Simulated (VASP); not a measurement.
An input for Ansatz (written as the equivalent of a VASP run, and not itself run):

Ansatz 0.2 input:
```yaml
crystal:
  lattice:
    - [-1.6508986, 1.6508986, 1.6508986]
    - [1.6508986, -1.6508986, 1.6508986]
    - [1.6508986, 1.6508986, -1.6508986]
  atoms:
    - { symbol: Nb, position: [0.0000000, 0.0000000, 0.0000000] }
kpoints:
  mp_grid: { grid: [14, 14, 14] }
hamiltonian:
  xc: r2scan
  pseudopotentials: { kind: paw }
scf:
  occupations: { method: methfessel_paxton, width: 0.1 }
  max_iter: 100
output: { forces: true, stress: true, eigenvalues: true }
```

Q: Write the VASP files for the same calculation (r2SCAN).

A: Several could match; the one computed here: 
**INCAR**
```
# general
SYSTEM  = Nb
PREC    = Accurate
ENCUT   = 480   # plane-wave cut-off (eV)
LREAL   = .FALSE.
LASPH   = .TRUE.

# electronic loop
EDIFF   = 1E-7   # SCF stop (eV)
NELM    = 100
ALGO    = Normal   # blocked Davidson
LMAXMIX = 4
LMIXTAU = .TRUE.

# smearing
ISMEAR  = 1   # Methfessel-Paxton
SIGMA   = 0.1   # width (eV)

# functional
METAGGA = R2SCAN

# ions
ISIF    = 2   # forces and stress, cell fixed

# output
LWAVE   = .FALSE.
LCHARG  = .FALSE.
```

### KPOINTS
```
Automatic mesh
0
Gamma
14 14 14
0 0 0
```

**POSCAR**
```
Nb
1
   -1.6508986092     1.6508986092     1.6508986092
    1.6508986092    -1.6508986092     1.6508986092
    1.6508986092     1.6508986092    -1.6508986092
Nb
1
Direct
  0.0000000000   0.0000000000   0.0000000000
```

POTCAR, in this order: Nb_sv (PBE.64 set). Program: vasp_std.

The two are equivalent in intent, not identical: each code has its own PAW files, so the cut-off isn't converted (ENCUT is set for VASP's; basis.ecutwfc is left out, and Ansatz then takes the one that its files recommend); Ansatz stops its SCF on the density residual and VASP on the energy change (EDIFF).

The compound is Nb in the bcc structure. It was relaxed first.
